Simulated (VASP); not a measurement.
VASP runs on MnCdO3 (space group P4mm) share one base input (PBEsol GGA, plane waves, VASP's PBE PAW potentials (set 64)) and change the settings named in each case.

File KPOINTS:
```
kpoints
0
Gamma
 5 5 5
```

POSCAR:
```
MnCdO3
1
    3.6414680000     0.0000000000     0.0000000000
    0.0000000000     3.6414680000     0.0000000000
    0.0000000000     0.0000000000     3.7255290000
Mn Cd O
1 1 3
Direct
  0.5000000000   0.5000000000   0.4517000000
  0.0000000000   0.0000000000   0.0000000000
  0.5000000000   0.5000000000   0.8973000000
  0.5000000000   0.0000000000   0.3785000000
  0.0000000000   0.5000000000   0.3785000000
```

INCAR:
```
SYSTEM = MnCdO3
PREC = Accurate
ENCUT = 400
EDIFF = 1E-6
NELM = 100
ALGO = Normal
LREAL = .FALSE.
LASPH = .TRUE.
ISMEAR = -1
SIGMA = 0.1
GGA = PS
LMAXMIX = 4
LWAVE = .FALSE.
LCHARG = .FALSE.
ISIF = 2
ISPIN = 2
MAGMOM = 4.0 0.0 0.0 0.0 0.0
LORBIT = 11
```

POTCAR, in this order: Mn_pv Cd O (PBE.64 set). Program: vasp_std.

```tsv
change	E(σ→0) (eV/atom)	pressure (GPa)	moment (μB)	−TS (eV)
base run	-6.5101	12.78	2.95	-0.0200
GGA removed, POTCAR Mn_pv Cd O (LDA.64 set)	-6.9501	5.83	2.90	-0.0253
GGA_COMPAT = .FALSE., ISPIN removed, LNONCOLLINEAR = .TRUE., LSORBIT = .TRUE., MAGMOM = 0.0 0.0 4.0 0.0 0.0 0.0 0.0 0.0 0.0 0.0 0.0 0.0 0.0 0.0 0.0, program vasp_ncl	-6.5177	12.95	-	-0.0200
KPOINTS 1×1×1 Γ-centred mesh	-4.5677	23.76	-0.98	-0.1975
LDAU = .TRUE., LDAUJ = 0 0 0, LDAUL = 2 -1 -1, LDAUTYPE = 2, LDAUU = 3.0 0 0	-6.0542	___	___	___
```

Complete the blanks.

- LDAU = .TRUE., LDAUJ = 0 0 0, LDAUL = 2 -1 -1, LDAUTYPE = 2, LDAUU = 3.0 0 0, pressure (GPa): 14.94
- LDAU = .TRUE., LDAUJ = 0 0 0, LDAUL = 2 -1 -1, LDAUTYPE = 2, LDAUU = 3.0 0 0, moment (μB): 3.00
- LDAU = .TRUE., LDAUJ = 0 0 0, LDAUL = 2 -1 -1, LDAUTYPE = 2, LDAUU = 3.0 0 0, −TS (eV): -0.0050

Energies of different potentials or functionals have different zeros.  At 400 eV the pressure can carry a Pulay error.

Left out are runs that ran out of time, are held back, or changed the cell or the kind of run, fixed moments of cells without a moment, rows past the twelfth, gaps on odd meshes, pressures of charged cells and columns that move by less than the noise.

The structure was generated: MnCdO3 was put into an ordered model structure, which need not be its known phase. The cell was not relaxed at this level, its lattice was scaled by up to 2.5 %.
